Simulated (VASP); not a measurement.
Given:

```
GaN
1.0
    0.00000     2.23201     2.23201
    2.23201     0.00000     2.23201
    2.23201     2.23201     0.00000
Ga N
1 1
Direct
  0.00000   0.00000   0.00000
  0.25000   0.25000   0.25000
```

Calculation: LDA (Ceperley-Alder, Perdew-Zunger), VASP's LDA PAW potentials (set 64) (plane waves; VASP). Numerical set-up: 650 eV cut-off, 9×9×9 Γ-centred mesh, Gaussian smearing of 0.050 eV, potentials Ga_d N.

**Question.** Give the elastic stiffness tensor with the ions relaxed (GPa, in the frame of the cell).

**Answer.** 
|  | xx | yy | zz | yz | xz | xy |
|---|---|---|---|---|---|---|
| xx | 287 | 158 | 158 | 0.0 | 0.0 | 0.0 |
| yy | 158 | 287 | 158 | 0.0 | 0.0 | 0.0 |
| zz | 158 | 158 | 287 | 0.0 | 0.0 | 0.0 |
| yz | 0.0 | 0.0 | 0.0 | 160 | 0.0 | 0.0 |
| xz | 0.0 | 0.0 | 0.0 | 0.0 | 160 | 0.0 |
| xy | 0.0 | 0.0 | 0.0 | 0.0 | 0.0 | 160 |

**Question.** Estimate the Hill bulk modulus, Hill shear modulus, Young's modulus, Poisson's ratio.

**Answer.** 
```
Item                 Result
------------------  -------
Hill bulk modulus   201 GPa
Hill shear modulus  111 GPa
Young's modulus     282 GPa
Poisson's ratio       0.266
```

The compound is GaN in the zinc blende structure, a metastable form; wurtzite is the usual one. It was relaxed first.
